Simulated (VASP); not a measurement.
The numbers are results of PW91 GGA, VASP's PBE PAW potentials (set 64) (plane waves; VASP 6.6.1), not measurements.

VASP input:

KPOINTS:
```
K-points
0
gamma
  7 7 7
0 0 0
```

File POSCAR:
```
PbF2
1
    0.0000000000     2.9336443306     2.9336443306
    2.9336443306     0.0000000000     2.9336443306
    2.9336443306     2.9336443306     0.0000000000
Pb F
1 2
Direct
  0.0000000000   0.0000000000   0.0000000000
  0.2500000000   0.2500000000   0.2500000000
  0.7500000000   0.7500000000   0.7500000000
```

### INCAR
```
LCHARG=.False.
EDIFF=1E-7   # SCF stop (eV)
SIGMA=0.05   # width (eV)
ENCUT=520   # plane-wave cut-off (eV)
LASPH=.True.   # aspherical one-centre terms
LMAXMIX=4
ISIF=2   # forces and stress, cell fixed
GGA=91   # PW91
LWAVE=.False.
NELM=100
SYSTEM=PbF2
PREC=Accurate
ISMEAR=0   # Gaussian
ALGO=Normal   # blocked Davidson
LREAL=.False.   # projection in real space or not
```

POTCAR, in this order: Pb_d F (PBE.64 set). Program: vasp_std.

**Question.** Estimate the energy per atom (σ→0), pressure.

**Answer.** 
- energy per atom (σ→0) = -4811 meV/atom
- pressure = 4.76 GPa

File OSZICAR:
```
...
DAV:   9    -0.144302666420E+02    0.18452E-02   -0.19891E-02   878   0.109E+00    0.955E-02
DAV:  10    -0.144316077015E+02   -0.13411E-02   -0.24530E-03   720   0.603E-01    0.390E-02
DAV:  11    -0.144315820479E+02    0.25654E-04   -0.17192E-04   762   0.169E-01    0.202E-02
DAV:  12    -0.144315954808E+02   -0.13433E-04   -0.12078E-04   744   0.122E-01    0.145E-02
DAV:  13    -0.144315940049E+02    0.14759E-05   -0.47900E-05   780   0.726E-02    0.680E-03
DAV:  14    -0.144315933539E+02    0.65099E-06   -0.46366E-06   780   0.174E-02    0.103E-03
DAV:  15    -0.144315933911E+02   -0.37123E-07   -0.17827E-07   718   0.357E-03
   1 F= -.14431593E+02 E0= -.14431593E+02  d E =-.187438E-11
```

The compound is PbF2 in the fluorite structure, the β form. This cell is one point of a volume scan, at 0.94 of the reference volume.
